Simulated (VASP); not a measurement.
Level of theory: PBEsol GGA, VASP's PBE PAW potentials (set 64) (plane waves; VASP 6.6.1).

VASP ran on this input.

**KPOINTS**
```
Automatic mesh
0
Gamma
8 8 8
0 0 0
```

**POSCAR**
```
Cs
1.0
 -3.0500000000   3.0500000000   3.0500000000
  3.0500000000  -3.0500000000   3.0500000000
  3.0500000000   3.0500000000  -3.0500000000
Cs
1
Cartesian
  0.0000000000   0.0000000000   0.0000000000
```

### INCAR
```
# general
SYSTEM =Cs
PREC   =Accurate
ENCUT  =480   # plane-wave cut-off (eV)
LREAL  =.FALSE.
LASPH  =.TRUE.   # aspherical one-centre terms

# electronic loop
EDIFF  =1E-6   # SCF stop (eV)
NELM   =100   # most electronic steps
ALGO   =Normal
LMAXMIX=4   # l cut-off of mixed one-centre charges

# smearing
ISMEAR =1
SIGMA  =0.1

# functional
GGA    =PS

# ions
IBRION =2   # conjugate gradients
NSW    =60   # most ionic steps
ISIF   =3   # ions, shape and volume
EDIFFG =-0.01   # ionic stop

# output
LWAVE  =.FALSE.
LCHARG =.FALSE.
```

POTCAR, in this order: Cs_sv (PBE.64 set). Program: vasp_std.

Output

File OSZICAR:
```
       N       E                     dE             d eps       ncg     rms          rms(c)
DAV:   1     0.532382070217E+02    0.53238E+02   -0.28530E+03   464   0.730E+02
DAV:   2     0.405782183507E+01   -0.49180E+02   -0.48699E+02   616   0.123E+02
DAV:   3    -0.871742094783E+00   -0.49296E+01   -0.49276E+01   472   0.465E+01
DAV:   4    -0.934586941138E+00   -0.62845E-01   -0.62840E-01   872   0.644E+00
DAV:   5    -0.934607306298E+00   -0.20365E-04   -0.20365E-04   576   0.849E-02    0.128E-01
DAV:   6    -0.934571828582E+00    0.35478E-04   -0.10939E-03   792   0.196E-01    0.899E-02
DAV:   7    -0.934937445162E+00   -0.36562E-03   -0.31541E-03   640   0.354E-01    0.312E-02
DAV:   8    -0.934986959072E+00   -0.49514E-04   -0.92551E-05   648   0.785E-02    0.517E-03
DAV:   9    -0.934988141879E+00   -0.11828E-05   -0.31874E-06   776   0.112E-02    0.284E-03
DAV:  10    -0.934987707767E+00    0.43411E-06   -0.68371E-07   520   0.514E-03
   1 F= -.93498771E+00 E0= -.93401362E+00  d E =-.934988E+00
       N       E                     dE             d eps       ncg     rms          rms(c)
DAV:   1    -0.939779436924E+00   -0.47913E-02   -0.94578E-02   464   0.200E+00    0.268E-01
DAV:   2    -0.936491944295E+00    0.32875E-02   -0.44929E-03   512   0.426E-01    0.123E-01
DAV:   3    -0.935466796874E+00    0.10251E-02   -0.38285E-03   528   0.371E-01    0.256E-02
DAV:   4    -0.935467369755E+00   -0.57288E-06   -0.14607E-05   616   0.342E-02    0.114E-02
DAV:   5    -0.935469350199E+00   -0.19804E-05   -0.34395E-06   616   0.131E-02    0.226E-03
DAV:   6    -0.935468492106E+00    0.85809E-06   -0.17148E-07   424   0.389E-03
   2 F= -.93546849E+00 E0= -.93448995E+00  d E =-.480784E-03
       N       E                     dE             d eps       ncg     rms          rms(c)
DAV:   1    -0.975756660850E+00   -0.40287E-01   -0.86656E-01   464   0.610E+00    0.813E-01
DAV:   2    -0.945660218905E+00    0.30096E-01   -0.41334E-02   464   0.129E+00    0.372E-01
DAV:   3    -0.936334925380E+00    0.93253E-02   -0.34960E-02   504   0.112E+00    0.782E-02
DAV:   4    -0.936318405924E+00    0.16519E-04   -0.13725E-04   568   0.105E-01    0.348E-02
DAV:   5    -0.936324387272E+00   -0.59813E-05   -0.30996E-05   576   0.393E-02    0.683E-03
DAV:   6    -0.936321044465E+00    0.33428E-05   -0.16029E-06   592   0.117E-02    0.703E-04
DAV:   7    -0.936320991057E+00    0.53408E-07   -0.96048E-08   296   0.250E-03
   3 F= -.93632099E+00 E0= -.93533441E+00  d E =-.133328E-02
       N       E                     dE             d eps       ncg     rms          rms(c)
DAV:   1    -0.945110590728E+00   -0.87895E-02   -0.19082E-01   464   0.285E+00    0.381E-01
DAV:   2    -0.938465895773E+00    0.66447E-02   -0.91180E-03   464   0.606E-01    0.174E-01
DAV:   3    -0.936406472566E+00    0.20594E-02   -0.77375E-03   504   0.528E-01    0.364E-02
DAV:   4    -0.936405575569E+00    0.89700E-06   -0.29016E-05   552   0.487E-02    0.167E-02
DAV:   5    -0.936408441445E+00   -0.28659E-05   -0.70805E-06   568   0.189E-02    0.319E-03
DAV:   6    -0.936407189604E+00    0.12518E-05   -0.32947E-07   320   0.541E-03    0.352E-04
DAV:   7    -0.936407150380E+00    0.39224E-07   -0.33798E-08   264   0.172E-03
   4 F= -.93640715E+00 E0= -.93541983E+00  d E =-.141944E-02
```

**OUTCAR**
```
------------------------ aborting loop because EDIFF is reached ----------------------------------------
  FORCE on cell =-STRESS in cart. coord.  units (eV):
  Direction    XX          YY          ZZ          XY          YZ          ZX
  --------------------------------------------------------------------------------------
  Total        0.0010153      0.0010153      0.0010153      0.0000000     -0.0000000      0.0000000
  in kB        0.0150303      0.0150303      0.0150303      0.0000000     -0.0000000      0.0000000
  external PRESSURE =       0.0150303 kB  Pullay stress =       0.0000000 kB
  volume of cell :      108.23
      direct lattice vectors                 reciprocal lattice vectors
    -3.002148360  3.002148360  3.002148360     0.000000000  0.166547399  0.166547399
     3.002148360 -3.002148360  3.002148360     0.166547399  0.000000000  0.166547399
     3.002148360  3.002148360 -3.002148360     0.166547399  0.166547399  0.000000000
 POSITION                                       TOTAL-FORCE (eV/Angst)
 -----------------------------------------------------------------------------------
      0.00000      0.00000      0.00000         0.000000      0.000000     -0.000000
 -----------------------------------------------------------------------------------
    total drift:                               -0.000000     -0.000000     -0.000000
  FREE ENERGIE OF THE ION-ELECTRON SYSTEM (eV)
  ---------------------------------------------------
  free  energy   TOTEN  =        -0.9364071504 eV

  energy  without entropy=       -0.9334451988  energy(sigma->0) =       -0.93541983

 reached required accuracy - stopping structural energy minimisation
```
(Selected blocks of OUTCAR.)

File CONTCAR:
```
Cs
   1.00000000000000
    -3.0021483602142558    3.0021483602142558    3.0021483602142558
     3.0021483602142558   -3.0021483602142558    3.0021483602142558
     3.0021483602142558    3.0021483602142558   -3.0021483602142558
  Cs
     1
Direct
     0.0000000000000000    0.0000000000000000    0.0000000000000000
```

Energy and stress use the plane-wave basis of the starting cell.

The compound is Cs in the bcc structure. This run relaxes it. Symmetry was kept, so distortions that lower it aren't found.
